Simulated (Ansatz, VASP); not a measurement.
**SnH5CN2Cl3 (CH(NH2)2SnCl3): VASP beside Ansatz**

Aim: how closely do two programs agree when they are given the same cell, functional and k mesh? The cell is generated by rule, not measured, and may not be a known phase. The cell is taken from a series of runs on this material, whose earlier steps may have relaxed, scaled, displaced or heated it; both programs get it as it stands.

Method: plane waves, with VASP 6.6.1 beside it; HSE06, spin-orbit coupling, in Ansatz 0.2.0.

The structure was built from a prototype and need not be the compound's stable phase.

### 1. The structure

The cell holds 12 atoms: 1 C, 5 H, 2 N, 1 Sn and 3 Cl. Cell: a = 5.776 Å, b = 5.910 Å, c = 5.774 Å, α = 91.2°, β = 79.2°, γ = 88.9°. It derives from C1Cl3H5N2Sn1.

Coordinates:

```cif
data_structure
_symmetry_space_group_name_H-M 'P 1'
_symmetry_Int_Tables_number 1
_cell_length_a 5.7756
_cell_length_b 5.9095
_cell_length_c 5.7743
_cell_angle_alpha 91.248
_cell_angle_beta 79.183
_cell_angle_gamma 88.858
_cell_volume 193.48
loop_
_atom_site_label
_atom_site_type_symbol
_atom_site_fract_x
_atom_site_fract_y
_atom_site_fract_z
_atom_site_occupancy
C1 C 0.98109 0.94368 0.01789 1
H2 H 0.92622 0.77425 0.07123 1
H3 H 0.76156 0.95466 0.78146 1
H4 H 0.21648 0.95146 0.23852 1
H5 H 0.92966 0.19513 0.79044 1
H6 H 0.21010 0.19313 0.07184 1
N7 N 0.88146 0.03966 0.85744 1
N8 N 0.14182 0.03785 0.11895 1
Sn9 Sn 0.48568 0.49141 0.51427 1
Cl10 Cl 0.43866 0.50181 0.97066 1
Cl11 Cl 0.49677 0.92958 0.50387 1
Cl12 Cl 0.02933 0.50290 0.56044 1
```

### 2. VASP: single point, HSE06, spin-orbit coupling

With cell and atoms fixed, the geometry can't cause a difference; cores, projectors, grids and the points listed under the comparison can.

Lines of VASP's logs that name or quote its potential files are left out, and so is its time.

The run reads the wave functions of an earlier VASP run, which isn't shown here.

The input, INCAR:

```
SYSTEM = SnH5CN2Cl3
PREC = Accurate
ENCUT = 520
EDIFF = 1E-06
NELM = 100
ISMEAR = 0
SIGMA = 0.01
LREAL = .FALSE.
ALGO = Normal
LHFCALC = .TRUE.
AEXX = 0.25
GGA = PE
HFSCREEN = 0.208
LASPH = .TRUE.
LNONCOLLINEAR = .TRUE.
MAGMOM = 0 0 0 0 0 0 0 0 0 0 0 0 0 0 0 0 0 0 0 0 0 0 0 0 0 0 0 0 0 0 0 0 0 0 0 0
NBANDS = 78
GGA_COMPAT = .FALSE.
LSORBIT = .TRUE.
PRECFOCK = Fast
LORBIT = 11
LWAVE = .FALSE.
LCHARG = .FALSE.
NCORE = 4
ISIF = 2
```

The input, POSCAR:

```
SnH5CN2Cl3
1.0
    5.7495448321      0.0614553157      0.5447128158
    0.0614553157      5.9088202652     -0.0666377089
    0.5447128158     -0.0666377089      5.7481586069
C H N Sn Cl
1 5 2 1 3
Direct
    0.9810940672      0.9436820466      0.0178882993
    0.9262224184      0.7742508549      0.0712310994
    0.7615626863      0.9546566502      0.7814605038
    0.2164826987      0.9514571223      0.2385203937
    0.9296576348      0.1951346974      0.7904406074
    0.2101028628      0.1931330491      0.0718434576
    0.8814618376      0.0396557453      0.8574399153
    0.1418197887      0.0378510038      0.1189453882
    0.4856819093      0.4914066488      0.5142706067
    0.4386582902      0.5018149019      0.9706637115
    0.4967715320      0.9295809080      0.5038700487
    0.0293323699      0.5028959437      0.5604372443
```

The input, KPOINTS:

```
Automatic mesh
0
Gamma
2 2 2
0 0 0
```

PAW data sets: C, H, N, Sn_d and Cl (PBE family, release 64).

Command:

```bash
$ mpirun -np 16 vasp_ncl
```

Numbers of over 12 decimals in the logs are rounded to 6 here.

The program printed:

```text
[banner, memory and clock lines left out]
running   16 mpi-ranks, on    1 nodes
 distrk:  each k-point on   16 cores,    1 groups
 distr:  one band on    4 cores,    4 groups

 POSCAR found type information on POSCAR C H N SnCl
 POSCAR found :  5 types and      12 ions
 LDA part: xc-table for (Slater+PW92), standard interpolation
|                                                                             |
|           W    W    AA    RRRRR   N    N  II  N    N   GGGG   !!!           |
|           W    W   A  A   R    R  NN   N  II  NN   N  G    G  !!!           |
|           W    W  A    A  R    R  N N  N  II  N N  N  G       !!!           |
|           W WW W  AAAAAA  RRRRR   N  N N  II  N  N N  G  GGG   !            |
|           WW  WW  A    A  R   R   N   NN  II  N   NN  G    G                |
|           W    W  A    A  R    R  N    N  II  N    N   GGGG   !!!           |
|                                                                             |
|     The number of bands has been changed from the values supplied in        |
|     The orbitals not found in the WAVECAR file will be initialized with     |
|     random numbers, which is usually adequate. For correlated               |
|     calculations, however, you should redo the groundstate calculation.     |
|     I found NBANDS = 78. Now, NBANDS = 80.                                  |
|                                                                             |

 found WAVECAR, reading the header
 POSCAR, INCAR and KPOINTS ok, starting setup
 FFT: planning ... GRIDC
 FFT: planning ... GRID_SOFT
 FFT: planning ... GRID
 reading WAVECAR
 the WAVECAR file was read successfully
 initial charge from wavefunction
 entering main loop
       N       E                     dE             d eps       ncg     rms          rms(c)
DAV:   1    -0.699678305541E+02   -0.69968E+02   -0.77272E-01  1392   0.578E+00    0.133E+00
DAV:   2    -0.699769623708E+02   -0.91318E-02   -0.75066E-02  1568   0.127E+00    0.779E-01
DAV:   3    -0.699737464299E+02    0.32159E-02   -0.10301E-02  1800   0.518E-01    0.469E-01
DAV:   4    -0.699734834451E+02    0.26298E-03   -0.18505E-03  1680   0.217E-01    0.294E-01
DAV:   5    -0.699733171662E+02    0.16628E-03   -0.14293E-04  1752   0.762E-02    0.173E-01
DAV:   6    -0.699732515187E+02    0.65648E-04   -0.78914E-05  1624   0.465E-02    0.979E-02
DAV:   7    -0.699732348759E+02    0.16643E-04   -0.22357E-05  1568   0.255E-02    0.554E-02
DAV:   8    -0.699732297105E+02    0.51654E-05   -0.47303E-06  1544   0.128E-02    0.323E-02
DAV:   9    -0.699732284712E+02    0.12393E-05   -0.16940E-06  1360   0.776E-03    0.192E-02
DAV:  10    -0.699732283253E+02    0.14594E-06   -0.60977E-07  1040   0.512E-03
   1 F= -.69973228E+02 E0= -.69973228E+02  d E =-.228949E-34  mag=    -0.0000    -0.0000     0.0000
```

From OUTCAR (step 2):

```text
ion  position               nearest neighbor table
   1  0.981  0.944  0.018-   2 1.09   7 1.31   8 1.31
   2  0.926  0.774  0.071-   1 1.09
   3  0.762  0.955  0.781-   7 1.02
   4  0.216  0.951  0.239-   8 1.02
   5  0.930  0.195  0.790-   7 1.03
   6  0.210  0.193  0.072-   8 1.03
   7  0.881  0.040  0.857-   3 1.02   5 1.03   1 1.31
   8  0.142  0.038  0.119-   4 1.02   6 1.03   1 1.31
   9  0.486  0.491  0.514-  11 2.59  10 2.60  12 2.60  12 3.20  10 3.20
  10  0.439  0.502  0.971-   9 2.60   9 3.20
  11  0.497  0.930  0.504-   9 2.59
  12  0.029  0.503  0.560-   9 2.60   9 3.20

  LATTYP: Found a triclinic cell.
 ALAT       =     5.7742947627
 B/A-ratio  =     1.5413909837
 C/A-ratio  =     1.6606624558
 COS(alpha) =     0.0005609310
 COS(beta)  =     0.5025581323
 COS(gamma) =     0.7705468885

 Subroutine GETGRP returns: Found  1 space group operations
 (whereof  1 operations were pure point group operations)

The static configuration has the point symmetry C_1 .

 Found      8 irreducible k-points:

   k-points           NKPTS =      8   k-points in BZ     NKDIM =      8   number of bands    NBANDS=     80

   dimension x,y,z NGX =    48 NGY =   48 NGZ =   48
   dimension x,y,z NGXF=    96 NGYF=   96 NGZF=   96

   ENCUT  =  520.0 eV  38.22 Ry    6.18 a.u.  10.74 10.99 10.74*2*pi/ulx,y,z

   NELECT =      54.0000    total number of electrons

 k-points in reciprocal lattice and weights: Automatic mesh
   0.00000000  0.00000000  0.00000000       0.125
   0.50000000 -0.00000000  0.00000000       0.125
  -0.00000000  0.50000000  0.00000000       0.125
   0.50000000  0.50000000  0.00000000       0.125
   0.00000000  0.00000000  0.50000000       0.125
   0.50000000  0.00000000  0.50000000       0.125
  -0.00000000  0.50000000  0.50000000       0.125
   0.50000000  0.50000000  0.50000000       0.125

  exchange ACFDT corr.  =         0.00000000  see jH, gK, PRB 81, 115126

 average (electrostatic) potential at core
       1 -52.1978       2 -33.4315       3 -34.4215       4 -34.4309       5 -34.3788
       6 -34.3795       7 -63.8641       8 -63.8659       9 -99.5820      10 -89.8601
      11 -89.9110      12 -89.8583

 E-fermi :   0.6039

 k-point     1 :       0.0000    0.0000    0.0000
  band No.  band energies     occupation
    ...
     50      -2.0535      1.00000
     51      -1.9976      1.00000
     52      -1.9976      1.00000
     53      -1.4555      1.00000
     54      -1.4555      1.00000
     55       4.9931      0.00000
     56       4.9931      0.00000
     57       5.8541      0.00000
     58       5.8541      0.00000
     59       6.5395      0.00000
    ...

 k-point     2 :       0.5000   -0.0000    0.0000
  band No.  band energies     occupation
    ...
     50      -2.0049      1.00000
     51      -1.8254      1.00000
     52      -1.8254      1.00000
     53      -0.7952      1.00000
     54      -0.7952      1.00000
     55       4.4162      0.00000
     56       4.4162      0.00000
     57       4.9761      0.00000
     58       4.9761      0.00000
     59       6.3096      0.00000
    ...

 k-point     3 :      -0.0000    0.5000    0.0000
  band No.  band energies     occupation
    ...
     50      -1.9869      1.00000
     51      -1.5749      1.00000
     52      -1.5749      1.00000
     53      -0.6846      1.00000
     54      -0.6846      1.00000
     55       4.3901      0.00000
     56       4.3901      0.00000
     57       5.1556      0.00000
     58       5.1556      0.00000
     59       6.0096      0.00000
    ...

  Total       -0.3974716     -0.3981273     -0.3964755     -0.4287903      0.4341674     -0.6604564
  in kB       -3.2914436     -3.2968733     -3.2831950     -3.5507924      3.5953192     -5.4692082
  external PRESSURE =      -3.2905040 kB  Pullay stress =       0.0000000 kB

  energy-cutoff  :      520.00
  volume of cell :      193.48
      direct lattice vectors                 reciprocal lattice vectors
     5.749544832  0.061455316  0.544712816     0.175526396 -0.002013430 -0.016656751
     0.061455316  5.908820265 -0.066637709    -0.002013430  0.169283745  0.002153285
     0.544712816 -0.066637709  5.748158607    -0.016656751  0.002153285  0.175572162

 POSITION                                       TOTAL-FORCE (eV/Angst)
 -----------------------------------------------------------------------------------
      5.70858      5.63515      0.57435         0.093132      0.281804     -0.085377
      5.41174      4.62708      0.86238         0.068005      0.235115     -0.065241
      4.86298      5.63562      4.84318         0.309326      0.182266      0.231386
      1.43307      5.61940      1.42557        -0.221476      0.188671     -0.303436
      5.78766      1.15748      5.03697        -0.088797     -0.389906      0.183354
      1.25900      1.14931      0.51454        -0.183533     -0.389534      0.089636
      5.53750      0.23135      5.40620         0.093460     -0.060753      0.074566
      0.88252      0.22444      0.75845        -0.087275     -0.060438     -0.106360
      3.10278      2.89921      3.18792        -0.131291      0.222078      0.129740
      3.08166      2.92741      5.78503        -0.128019      0.084299     -0.326545
      3.18780      5.48968      3.10498        -0.050846     -0.378573      0.050603
      0.50483      2.93598      3.20395         0.327314      0.084970      0.127673
 -----------------------------------------------------------------------------------
    total drift:                               -0.008744      0.012056      0.008618

  FREE ENERGIE OF THE ION-ELECTRON SYSTEM (eV)
  ---------------------------------------------------
  free  energy   TOTEN  =       -69.9732283253 eV

  energy  without entropy=      -69.9732283253  energy(sigma->0) =      -69.97322833

 Spin-Orbit-Coupling matrix elements
 Ion:    1  E_soc:     -0.0000152
 Ion:    2  E_soc:     -0.0000000
 Ion:    3  E_soc:     -0.0000000
 Ion:    4  E_soc:     -0.0000000
 Ion:    5  E_soc:     -0.0000000
 Ion:    6  E_soc:     -0.0000000
 Ion:    7  E_soc:     -0.0000469
 Ion:    8  E_soc:     -0.0000469
 Ion:    9  E_soc:     -0.0673785
 Ion:   10  E_soc:     -0.0033600
 Ion:   11  E_soc:     -0.0033032
 Ion:   12  E_soc:     -0.0033585

 total charge
# of ion       s       p       d       tot
------------------------------------------
    1        0.881   1.738   0.000   2.619
    2        0.640   0.050   0.000   0.689
    3        0.612   0.090   0.000   0.702
    4        0.612   0.090   0.000   0.702
    5        0.605   0.089   0.000   0.693
    6        0.605   0.089   0.000   0.693
    7        1.224   2.829   0.000   4.053
    8        1.224   2.829   0.000   4.053
    9        1.452   0.562  10.014  12.029
   10        1.592   3.555   0.000   5.147
   11        1.592   3.557   0.000   5.149
   12        1.592   3.555   0.000   5.147
--------------------------------------------------
tot         12.631  19.031  10.014  41.676

 magnetization (x)
# of ion       s       p       d       tot
------------------------------------------
    1       -0.000   0.000   0.000  -0.000
    2        0.000  -0.000   0.000   0.000
    3        0.000  -0.000   0.000   0.000
    4        0.000   0.000   0.000   0.000
    5       -0.000  -0.000   0.000  -0.000
    6       -0.000  -0.000   0.000  -0.000
    7       -0.000  -0.000   0.000  -0.000
    8       -0.000   0.000   0.000   0.000
    9        0.000   0.000  -0.000  -0.000
   10       -0.000  -0.000   0.000  -0.000
   11        0.000  -0.000   0.000  -0.000
   12       -0.000   0.000   0.000  -0.000
--------------------------------------------------
tot         -0.000   0.000  -0.000  -0.000

 magnetization (y)
# of ion       s       p       d       tot
------------------------------------------
    1       -0.000  -0.000   0.000  -0.000
    2        0.000  -0.000   0.000   0.000
    3       -0.000   0.000   0.000  -0.000
    4        0.000  -0.000   0.000   0.000
    5       -0.000   0.000   0.000  -0.000
    6        0.000  -0.000   0.000   0.000
    7        0.000  -0.000   0.000  -0.000
    8       -0.000  -0.000   0.000  -0.000
    9       -0.000   0.000   0.000   0.000
   10        0.000   0.000   0.000   0.000
   11       -0.000  -0.000   0.000  -0.000
   12        0.000   0.000   0.000   0.000
--------------------------------------------------
tot          0.000   0.000   0.000   0.000

 magnetization (z)
# of ion       s       p       d       tot
------------------------------------------
    1        0.000  -0.000   0.000  -0.000
    2        0.000  -0.000   0.000   0.000
    3        0.000  -0.000   0.000   0.000
    4        0.000  -0.000   0.000   0.000
    5        0.000   0.000   0.000   0.000
    6        0.000  -0.000   0.000   0.000
    7       -0.000  -0.000   0.000  -0.000
    8       -0.000  -0.000   0.000  -0.000
    9       -0.000  -0.000   0.000  -0.000
   10        0.000   0.000   0.000   0.000
   11        0.000  -0.000   0.000  -0.000
   12        0.000   0.000   0.000   0.000
--------------------------------------------------
tot          0.000   0.000   0.000   0.000

[... 3 further parts left out ...]
```

The gap is read on the k-mesh alone, so it is an upper bound where the band edges lie off the mesh. The k-mesh is coarse for exact exchange; levels may shift by about 0.1 eV on a finer one.

(Part 1 of 2 ends here.)

[Lines on the potential files, build, host, timing and source positions are cut from VASP's logs without a mark.]

[Logs are printed without paths, hosts, clocks, repeated set-up lines and the standing remarks that a program may print on its own settings, such as how far it seeks lower states.]

[Hosts, paths, dates, database ids (printed as entryN), source tags and the programs' standing remarks are cut or masked in the printed files.]
